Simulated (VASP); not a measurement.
Consider the following.

```cif
data_Li2
_chemical_formula_sum 'Li2'
_space_group_name_H-M_alt 'Im-3m'
_space_group_IT_number 229
_space_group_name_Hall '-I 4 2 3'
_cell_length_a 3.45626
_cell_length_b 3.45626
_cell_length_c 3.45626
_cell_angle_alpha 90.000
_cell_angle_beta 90.000
_cell_angle_gamma 90.000
loop_
_atom_site_label
_atom_site_type_symbol
_atom_site_symmetry_multiplicity
_atom_site_Wyckoff_symbol
_atom_site_fract_x
_atom_site_fract_y
_atom_site_fract_z
_atom_site_occupancy
Li1 Li 2 a 0.00000 0.00000 0.00000 1
```
(The calculation used a cell of 1 atom; values per cell refer to that cell.)

These are r2SCAN meta-GGA, VASP's PBE PAW potentials (set 64) (plane waves; VASP) values and carry that method's errors. Run with 600 eV cut-off, 14×14×14 Γ-centred mesh, first-order Methfessel-Paxton smearing of 0.10 eV, potentials Li_sv.

Each relaxation starts from this cell; other phases were not tried.

Q: The cell is relaxed at 10 GPa. What happens?

A: The volume per atom goes from 20.64 to 14.22 Å³ (-31.1 %), and the cell becomes a = 3.0522 Å, b = 3.0522 Å, c = 3.0522 Å, α = 90.00°, β = 90.00°, γ = 90.00°, space group Im-3m.

Failed runs are left out, and for metals the shear rows, which the mesh's noise covers.

The compound is Li in the bcc structure.
